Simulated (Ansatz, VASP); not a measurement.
**Ga13As13H30 (GaAs wire along [111], 26 atoms a period, H-terminated): VASP beside Ansatz**

Aim: how closely do two programs agree when they are given the same cell, functional and k mesh? The cell is taken from a series of runs on this material, whose earlier steps may have relaxed, scaled, displaced or heated it; both programs get it as it stands.

Calculated with Ansatz 0.2.0; plane waves, with VASP 6.6.1 beside it; r2SCAN.

## 1. The starting structure

The cell holds 56 atoms: 13 Ga, 13 As and 30 H. Cell: a = 17.512 Å, b = 16.793 Å, c = 9.877 Å, α = 90.0°, β = 90.0°, γ = 90.0°. Vacuum lies along a and b. The structure's axis is c.

## 2. Ansatz: single point, r2SCAN

Ansatz runs on its PAW soft_1 files.

With cell and atoms fixed, the geometry can't cause a difference; cores, projectors, grids and the points listed under the comparison can.

input.yaml reads:

```yaml
crystal:
  lattice:
    - [17.512, 0.0, 0.0]
    - [0.0, 16.793, 0.0]
    - [0.0, 0.0, 9.8774033687]
  atoms:
    - { symbol: Ga, position: [0.253261839, 0.51475036, 0.980274552] }
    - { symbol: Ga, position: [0.365003618, 0.716681665, 0.980235278] }
    - { symbol: Ga, position: [0.5, 0.500829144, 0.991699372] }
    - { symbol: Ga, position: [0.634996382, 0.716681665, 0.980235278] }
    - { symbol: As, position: [0.270193958, 0.49294865, 0.237397693] }
    - { symbol: As, position: [0.378356939, 0.2974569, 0.237219919] }
    - { symbol: As, position: [0.391764995, 0.712480902, 0.23728784] }
    - { symbol: As, position: [0.5, 0.500922875, 0.24759714] }
    - { symbol: As, position: [0.621643061, 0.2974569, 0.237219919] }
    - { symbol: As, position: [0.608235005, 0.712480902, 0.23728784] }
    - { symbol: As, position: [0.729806042, 0.49294865, 0.237397693] }
    - { symbol: H, position: [0.205595355, 0.443876466, 0.298110465] }
    - { symbol: H, position: [0.255389597, 0.567121265, 0.321476363] }
    - { symbol: H, position: [0.305310246, 0.263601308, 0.297876961] }
    - { symbol: H, position: [0.322758153, 0.688916809, 0.321477973] }
    - { symbol: H, position: [0.400322052, 0.795409182, 0.297714595] }
    - { symbol: H, position: [0.432555967, 0.246968136, 0.321253342] }
    - { symbol: H, position: [0.567444033, 0.246968136, 0.321253342] }
    - { symbol: H, position: [0.599677948, 0.795409182, 0.297714595] }
    - { symbol: H, position: [0.694689754, 0.263601308, 0.297876961] }
    - { symbol: H, position: [0.677241847, 0.688916809, 0.321477973] }
    - { symbol: H, position: [0.744610403, 0.567121265, 0.321476363] }
    - { symbol: H, position: [0.794404645, 0.443876466, 0.298110465] }
    - { symbol: Ga, position: [0.386157364, 0.432423724, 0.341165223] }
    - { symbol: Ga, position: [0.5, 0.638040123, 0.341130961] }
    - { symbol: Ga, position: [0.613842636, 0.432423724, 0.341165223] }
    - { symbol: As, position: [0.391653151, 0.435596655, 0.589998479] }
    - { symbol: As, position: [0.5, 0.631326659, 0.589992745] }
    - { symbol: As, position: [0.608346849, 0.435596655, 0.589998479] }
    - { symbol: H, position: [0.306643393, 0.617196003, 0.608106501] }
    - { symbol: H, position: [0.5, 0.267978261, 0.608092332] }
    - { symbol: H, position: [0.693356607, 0.617196003, 0.608106501] }
    - { symbol: H, position: [0.319241002, 0.392009764, 0.63227059] }
    - { symbol: H, position: [0.5, 0.718483354, 0.632436267] }
    - { symbol: H, position: [0.680758998, 0.392009764, 0.63227059] }
    - { symbol: Ga, position: [0.376752548, 0.575057949, 0.676387923] }
    - { symbol: Ga, position: [0.5, 0.352396835, 0.676305495] }
    - { symbol: Ga, position: [0.623247452, 0.575057949, 0.676387923] }
    - { symbol: As, position: [0.380855334, 0.572520708, 0.924952039] }
    - { symbol: As, position: [0.5, 0.357336248, 0.92489789] }
    - { symbol: As, position: [0.619144666, 0.572520708, 0.924952039] }
    - { symbol: H, position: [0.192966687, 0.582966224, 0.971057797] }
    - { symbol: H, position: [0.242034439, 0.427556353, 0.930042638] }
    - { symbol: H, position: [0.310266431, 0.304119934, 0.929464344] }
    - { symbol: H, position: [0.278161651, 0.736869653, 0.971193186] }
    - { symbol: H, position: [0.414880229, 0.182364969, 0.971556226] }
    - { symbol: H, position: [0.431747029, 0.770324144, 0.929612187] }
    - { symbol: H, position: [0.568252971, 0.770324144, 0.929612187] }
    - { symbol: H, position: [0.585119771, 0.182364969, 0.971556226] }
    - { symbol: H, position: [0.689733569, 0.304119934, 0.929464344] }
    - { symbol: H, position: [0.721838349, 0.736869653, 0.971193186] }
    - { symbol: H, position: [0.757965561, 0.427556353, 0.930042638] }
    - { symbol: H, position: [0.807033313, 0.582966224, 0.971057797] }
    - { symbol: Ga, position: [0.38827486, 0.270935101, 0.980261125] }
    - { symbol: Ga, position: [0.61172514, 0.270935101, 0.980261125] }
    - { symbol: Ga, position: [0.746738161, 0.51475036, 0.980274552] }
kpoints:
  mp_grid: { grid: [1, 1, 7] }
  band_path: { path: ["Γ", Z], npoints: 90 }
scf:
  occupations: { method: fermi_dirac, width: 0.05 }
hamiltonian:
  xc: r2scan
  pseudopotentials: { kind: paw, azcp: { folder: soft_1 } }
```

Command:

```
ansatz run input.yaml --threads 4 --pin off --max-ram 16384MiB --backend cpu --events-out ev --progress --plain --runs-dir out
```

Numbers of over 12 decimals in the logs are rounded to 6 here.

Output:

```text
Engine: ansatz 0.2.0, x86_64-unknown-linux-gnu
Pseudopotentials: kind: paw
Pseudopotential: Ga, paw, valence charge 13, recommended cutoff 500 eV (meta_gga), soft_1/Ga.paw.azcp
Pseudopotential: As, paw, valence charge 15, recommended cutoff 500 eV (meta_gga), soft_1/As.paw.azcp
Pseudopotential: H, paw, valence charge 1, recommended cutoff 500 eV (meta_gga), soft_1/H.paw.azcp
Functional definition: r2SCAN
  parameter k0 = 0.174
  parameter k1 = 0.065
  parameter a1 = 4.9479
  exchange = r2scan_x(k0 = k0, k1 = k1, a1 = a1)
  correlation = r2scan_c
Crystal: 56 atoms, lattice volume = 2904.737 Å³
Basis set: ecut = 500 eV, 73747 PW (Γ), exchange–correlation on 512×500×300 points (64 copies of the dense FFT grid, shifted against one another)
Bands: 253, of which v1, the nominal top of the filled ones, is band 197 counted from 1 (196 counted from 0)
Symmetry: 2 space group operations
Space group: Pm (ITA 6), of the structure as read, at distance tolerance 1.4e-4 Å
k-points: 4 of 7 (time reversal used)
Non-local potential: Ga, projectors of the file, l = 0: 2, l = 1: 2, l = 2: 3, l = 3: 1
Non-local potential: As, projectors of the file, l = 0: 2, l = 1: 2, l = 2: 3, l = 3: 1
Non-local potential: H, projectors of the file, l = 0: 2, l = 1: 1
PAW form: soft (Blöchl's): semilocal exchange-correlation on the pseudo side does not see the compensation charge
PAW frozen core: Ga, regenerated for the run's functional (the file was generated under x = pbe(κ = 0.804, μ = 0.219515), c = pbe(β = 0.066725))
PAW frozen core: As, regenerated for the run's functional (the file was generated under x = pbe(κ = 0.804, μ = 0.219515), c = pbe(β = 0.066725))
PAW one-centre angular grid: Ga, 590 points (default); XC on 160 Gauss nodes
PAW one-centre angular grid: As, 590 points (default); XC on 160 Gauss nodes
PAW one-centre angular grid: H, 302 points (default); XC on 160 Gauss nodes
Initial density: superposition of atomic densities (neutral atoms: chi_scale 0, normalization atom)
Initial wavefunctions: pseudopotential atomic-orbital guess
Functional: x = r2scan, c = r2scan; τ floored in thin density (d = 2e-4 eV/Å³)
SCF iter   1: F=—  HF=-112997.804347 eV  |F-HF|=—  |Δ(HF+E_count)|=         —  Δρ=3.22e-2  dr2=2.68e1  dr2_τ=2.30e-1  ethr=3.10e-3  ⟨swp⟩=6.2  Hψ=4013  notcnv=0  defer=91
preconditioner: auto → Resta (q_TF=auto, 1.956 Å⁻¹)  ε∞=1.6  [insulator: Δε(μ)=3.074 eV  Ē_g=14.681 eV  σ=0.050 eV  W_gap=1.00  n_scr=370 (ndim 8)  ℏωp=11.2 eV  f_vac=0.627  D(μ)=0.00/eV (n_scr^D=0)  ε∞_Penn≈1.6  vacuum switching on, ρ_ref=1.6e-2 e/Å³]
SCF iter   2: F=—  HF=-112992.703923 eV  |F-HF|=—  |Δ(HF+E_count)|=    5.10e0  Δρ=1.50e-2  dr2=5.44e0  dr2_τ=6.18e-2  ethr=3.10e-3  ⟨swp⟩=3.0  Hψ=1441  notcnv=0  defer=198
SCF iter   3: F=—  HF=-112992.398329 eV  |F-HF|=—  |Δ(HF+E_count)|=   3.06e-1  Δρ=3.04e-3  dr2=9.60e-1  dr2_τ=5.40e-3  ethr=1.38e-3  ⟨swp⟩=3.0  Hψ=1432  notcnv=0  defer=198
SCF iter   4: F=—  HF=-112992.191733 eV  |F-HF|=—  |Δ(HF+E_count)|=   2.07e-1  Δρ=1.19e-3  dr2=5.19e-2  dr2_τ=1.09e-3  ethr=2.44e-4  ⟨swp⟩=4.8  Hψ=1532  notcnv=0  defer=198
SCF iter   5: F=—  HF=-112992.203078 eV  |F-HF|=—  |Δ(HF+E_count)|=   1.13e-2  Δρ=4.40e-4  dr2=7.00e-3  dr2_τ=1.78e-4  ethr=1.32e-5  ⟨swp⟩=2.5  Hψ=1810  notcnv=0  defer=194
SCF iter   6: F=—  HF=-112992.204916 eV  |F-HF|=—  |Δ(HF+E_count)|=   1.84e-3  Δρ=1.47e-4  dr2=5.26e-4  dr2_τ=2.19e-5  ethr=1.78e-6  ⟨swp⟩=2.0  Hψ=1434  notcnv=0  defer=194
SCF iter   7: F=—  HF=-112992.205665 eV  |F-HF|=—  |Δ(HF+E_count)|=   7.49e-4  Δρ=5.42e-5  dr2=1.25e-4  dr2_τ=2.83e-6  ethr=1.33e-7  ⟨swp⟩=2.0  Hψ=1346  notcnv=0  defer=194
SCF iter   8: F=—  HF=-112992.205763 eV  |F-HF|=—  |Δ(HF+E_count)|=   9.83e-5  Δρ=1.34e-5  dr2=5.57e-6  dr2_τ=1.86e-7  ethr=3.17e-8  ⟨swp⟩=2.0  Hψ=1426  notcnv=0  defer=194
SCF iter   9: F=—  HF=-112992.205272 eV  |F-HF|=—  |Δ(HF+E_count)|=   4.92e-4  Δρ=6.40e-6  dr2=9.52e-7  dr2_τ=1.97e-8  ethr=1.41e-9  ⟨swp⟩=2.0  Hψ=1394  notcnv=0  defer=194
SCF iter  10: F=-112992.205273 eV  HF=-112992.205273 eV  |F-HF|=1.39e-7  |Δ(HF+E_count)|=   1.36e-6  Δρ=1.70e-6  dr2=9.05e-8  dr2_τ=2.14e-9  ethr=2.54e-11  ⟨swp⟩=14.0  Hψ=6196  notcnv=0
SCF 1 converged in 10 iterations: F = -112992.205273 eV  dr2 = 9.05e-8
  greatest PAW one-centre occupation: 0.999 electrons in one spin orbital (limit 2), on the As atom at site 9 (counted from 0), in its partial waves of l = 2
NSCF: frozen V_eff on 91 k-points
[...]
k-point 1: bands = [... 193 lower, -3.4123, -3.3921, -3.3916, -3.0804, 0.0849, 0.2603, 0.5249, 0.5254, ... 52 higher]
  k-point 2: bands = [... 193 lower, -3.3955, -3.3942, -3.3912, -3.3362, 0.1962, 0.3130, 0.3147, 0.3287, ... 52 higher]
  k-point 3: bands = [... 193 lower, -3.5744, -3.4034, -3.4021, -3.3791, 0.1718, 0.1736, 0.2840, 0.4213, ... 52 higher]
```

In the SCF lines HF is the Harris–Foulkes energy and dr2 the Hartree energy of the density residual, in eV; the loop may stop once dr2 is under the threshold and the program's other checks hold. Hψ counts applications of the Hamiltonian.

## 3. VASP: single point, r2SCAN

The same cell, functional, mesh and smearing now go to VASP, with its own data sets.

Lines of VASP's logs that name or quote its potential files are left out, and so is its time.

INCAR reads:

```
SYSTEM = Ga13As13H30
PREC = Accurate
ENCUT = 440
EDIFF = 1E-06
NELM = 120
ISMEAR = -1
SIGMA = 0.05
LREAL = Auto
ALGO = Normal
METAGGA = R2SCAN
LASPH = .TRUE.
NBANDS = 171
LORBIT = 11
LWAVE = .FALSE.
LCHARG = .FALSE.
ISIF = 2
GGA_COMPAT = .FALSE.
EFERMI = MIDGAP
LMIXTAU = .TRUE.
```

POSCAR reads:

```
Ga13As13H30
1.0
   17.5120000000      0.0000000000      0.0000000000
    0.0000000000     16.7930000000      0.0000000000
    0.0000000000      0.0000000000      9.8774033687
Ga As H
13 13 30
Direct
    0.2532618390      0.5147503600      0.9802745520
    0.3650036180      0.7166816650      0.9802352780
    0.5000000000      0.5008291440      0.9916993720
    0.6349963820      0.7166816650      0.9802352780
    0.3861573640      0.4324237240      0.3411652230
    0.5000000000      0.6380401230      0.3411309610
    0.6138426360      0.4324237240      0.3411652230
    0.3767525480      0.5750579490      0.6763879230
    0.5000000000      0.3523968350      0.6763054950
    0.6232474520      0.5750579490      0.6763879230
    0.3882748600      0.2709351010      0.9802611250
    0.6117251400      0.2709351010      0.9802611250
    0.7467381610      0.5147503600      0.9802745520
    0.2701939580      0.4929486500      0.2373976930
    0.3783569390      0.2974569000      0.2372199190
    0.3917649950      0.7124809020      0.2372878400
    0.5000000000      0.5009228750      0.2475971400
    0.6216430610      0.2974569000      0.2372199190
    0.6082350050      0.7124809020      0.2372878400
    0.7298060420      0.4929486500      0.2373976930
    0.3916531510      0.4355966550      0.5899984790
    0.5000000000      0.6313266590      0.5899927450
    0.6083468490      0.4355966550      0.5899984790
    0.3808553340      0.5725207080      0.9249520390
    0.5000000000      0.3573362480      0.9248978900
    0.6191446660      0.5725207080      0.9249520390
    0.2055953550      0.4438764660      0.2981104650
    0.2553895970      0.5671212650      0.3214763630
    0.3053102460      0.2636013080      0.2978769610
    0.3227581530      0.6889168090      0.3214779730
    0.4003220520      0.7954091820      0.2977145950
    0.4325559670      0.2469681360      0.3212533420
    0.5674440330      0.2469681360      0.3212533420
    0.5996779480      0.7954091820      0.2977145950
    0.6946897540      0.2636013080      0.2978769610
    0.6772418470      0.6889168090      0.3214779730
    0.7446104030      0.5671212650      0.3214763630
    0.7944046450      0.4438764660      0.2981104650
    0.3066433930      0.6171960030      0.6081065010
    0.5000000000      0.2679782610      0.6080923320
    0.6933566070      0.6171960030      0.6081065010
    0.3192410020      0.3920097640      0.6322705900
    0.5000000000      0.7184833540      0.6324362670
    0.6807589980      0.3920097640      0.6322705900
    0.1929666870      0.5829662240      0.9710577970
    0.2420344390      0.4275563530      0.9300426380
    0.3102664310      0.3041199340      0.9294643440
    0.2781616510      0.7368696530      0.9711931860
    0.4148802290      0.1823649690      0.9715562260
    0.4317470290      0.7703241440      0.9296121870
    0.5682529710      0.7703241440      0.9296121870
    0.5851197710      0.1823649690      0.9715562260
    0.6897335690      0.3041199340      0.9294643440
    0.7218383490      0.7368696530      0.9711931860
    0.7579655610      0.4275563530      0.9300426380
    0.8070333130      0.5829662240      0.9710577970
```

KPOINTS reads:

```
Automatic mesh
0
Gamma
1 1 7
0 0 0
```

PAW data sets: Ga_d, As and H (PBE family, release 64).

Command:

```
export OMP_NUM_THREADS=3
mpirun -np 1 vasp_std
```

Output:

```text
[banner, memory and clock lines left out]
running    1 mpi-ranks, on    1 nodes
[...]
Offloading initialized ...    1 GPUs detected
[...]
|                                                                             |
|               ----> ADVICE to this user running VASP <----                  |
|                                                                             |
|     You enforced a specific xc type in the INCAR file but a different       |
|     [... a line on the potential file left out ...]
|     I HOPE YOU KNOW WHAT YOU ARE DOING!                                     |
|                                                                             |

 LDA part: xc-table for (None), standard interpolation
 POSCAR, INCAR and KPOINTS ok, starting setup
[...]
entering main loop
       N       E                     dE             d eps       ncg     rms          rms(c)
DAV:   1     0.147011907983E+04    0.14701E+04   -0.97240E+04  1688   0.115E+03
DAV:   2    -0.242534811767E+03   -0.17127E+04   -0.16520E+04  1900   0.281E+02
DAV:   3    -0.465773773901E+03   -0.22324E+03   -0.22148E+03  1744   0.110E+02
DAV:   4    -0.481922621628E+03   -0.16149E+02   -0.16112E+02  1832   0.318E+01
[...]
DAV:  24    -0.444003716315E+03   -0.95139E-05   -0.17291E-06  1192   0.558E-03    0.502E-04
DAV:  25    -0.444003717652E+03   -0.13373E-05   -0.68097E-07  1152   0.357E-03    0.246E-04
DAV:  26    -0.444003718519E+03   -0.86670E-06   -0.65744E-07   936   0.332E-03
   1 F= -.44400372E+03 E0= -.44400372E+03  d E =-.130628E-12
```

Parts of OUTCAR (step 3):

```text
  Total      -11.7024158    -11.6365335    -11.4872798      0.0000000     -0.0029722      0.0000000
  in kB       -6.4547479     -6.4184089     -6.3360844      0.0000000     -0.0016394      0.0000000
  external PRESSURE =      -6.4030804 kB  Pullay stress =       0.0000000 kB

 POSITION                                       TOTAL-FORCE (eV/Angst)
 -----------------------------------------------------------------------------------
      4.43512      8.64420      9.68257         0.053351      0.014521      0.037903
      6.39194     12.03524      9.68218         0.024296     -0.084070      0.042800
      8.75600      8.41042      9.79541        -0.000000      0.001346      0.037496
     11.12006     12.03524      9.68218        -0.024296     -0.084070      0.042800
      6.76239      7.26169      3.36983         0.021069      0.019258     -0.053472
      8.75600     10.71461      3.36949        -0.000000     -0.041363     -0.046623
     10.74961      7.26169      3.36983        -0.021069      0.019258     -0.053472
      6.59769      9.65695      6.68096         0.062342     -0.043172      0.007314
      8.75600      5.91780      6.68014        -0.000000      0.070917      0.016868
     10.91431      9.65695      6.68096        -0.062342     -0.043172      0.007314
      6.79947      4.54981      9.68243         0.054900      0.050605      0.050960
     10.71253      4.54981      9.68243        -0.054900      0.050605      0.050960
     13.07688      8.64420      9.68257        -0.053351      0.014521      0.037903
      4.73164      8.27809      2.34487        -0.048535      0.029718      0.186411
[...]
-----------------------------------------------------------------------------------
    total drift:                                0.000000     -0.093992     -0.000317

  FREE ENERGIE OF THE ION-ELECTRON SYSTEM (eV)
  ---------------------------------------------------
  free  energy   TOTEN  =      -444.0037185187 eV

  energy  without entropy=     -444.0037185187  energy(sigma->0) =     -444.00371852

[... 3 further parts left out ...]
[key lines of the parts left out:]
E-fermi :  -2.3104
```

## 4. Comparison

Known differences besides the potentials themselves: VASP keeps PBE cores, Ansatz makes them for the functional; the data sets hold 394 valence electrons in Ansatz (on its PAW soft_1 files) and 264 in VASP; the cutoff is 500 eV in Ansatz and 440 eV in VASP (PREC = Accurate, projectors in real space). Total energies have different zeros and are not compared.

Compared:

| quantity | Ansatz | VASP | difference |
| --- | --- | --- | --- |
| gap on the k mesh (eV) | 3.025 | 3.014 | +0.011 |

A gap on the mesh is an upper bound, since the band edges may lie between its points.

## 5. Results

| Quantity | Value |
| --- | --- |
| difference in gap on the k mesh (single point, r2SCAN) | 0.011 eV |

What this shows: The difference in gap on the k mesh is 0.011 eV (single point, r2SCAN), within the 0.08 eV picked in this series as the mark of a large difference. The data sets hold unlike numbers of valence electrons (394 in Ansatz and 264 in VASP), so part of the differences may come from the potentials. Such differences can come from data sets, numerical settings and the points named under the comparisons, not from the functional's error against experiment.

[Lines on the potential files, build, host, timing and source positions are cut from VASP's logs without a mark.]

[Logs are printed without paths, hosts, clocks, repeated set-up lines and the standing remarks that a program may print on its own settings, such as how far it seeks lower states.]

[Hosts, paths, dates, database ids (printed as entryN), source tags and the programs' standing remarks are cut or masked in the printed files.]
